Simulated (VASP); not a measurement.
**Mg₃ZnO₄ (space group Pm-3m): computed properties**

All values below come from PBEsol GGA, VASP's PBE PAW potentials (set 64) (plane waves; VASP 6.6.1).

* **space group**: Pm-3m (221)
* **cell**: a = 4.228 Å, b = 4.228 Å, c = 4.228 Å, α = 90.00°, β = 90.00°, γ = 90.00°
* **volume per atom**: 9.45 Å^3/atom
* **band gap (over mesh and band path)**: 2.20 eV
* **smallest direct gap (over mesh and band path)**: 3.36 eV
* **band-edge character**: indirect, M to Γ
* **density**: 4.44 g/cm³
* **mean ε∞ (DFPT)**: 3.72
* **mean ε∞ (independent particles)**: 3.77
* **mean static ε**: 12.75
* **optical Γ-point spectrum**: 183 (×3), 265 (×3), 351 (×3), 391 (×3), 420 (×3), 421 (×3), 515 (×3) cm⁻¹

```cif
data_Mg3O4Zn
_chemical_formula_sum 'Mg3 Zn1 O4'
_space_group_name_H-M_alt 'P 1'
_space_group_IT_number 1
_cell_length_a 4.22785
_cell_length_b 4.22785
_cell_length_c 4.22785
_cell_angle_alpha 90.000
_cell_angle_beta 90.000
_cell_angle_gamma 90.000
loop_
_space_group_symop_operation_xyz
  'x, y, z'
loop_
_atom_site_label
_atom_site_type_symbol
_atom_site_fract_x
_atom_site_fract_y
_atom_site_fract_z
_atom_site_occupancy
Mg1 Mg 0.00000 0.50000 0.50000 1
Mg2 Mg 0.50000 0.00000 0.50000 1
Mg3 Mg 0.50000 0.50000 0.00000 1
Zn1 Zn 0.00000 0.00000 0.00000 1
O1 O 0.50000 0.00000 0.00000 1
O2 O 0.00000 0.50000 0.00000 1
O3 O 0.00000 0.00000 0.50000 1
O4 O 0.50000 0.50000 0.50000 1
```

The structure comes from a computed database's Mg3ZnO4 entry (Pm-3m); how it stands against other phases isn't given here. It was relaxed first. Symmetry was kept, so distortions that lower it aren't found.
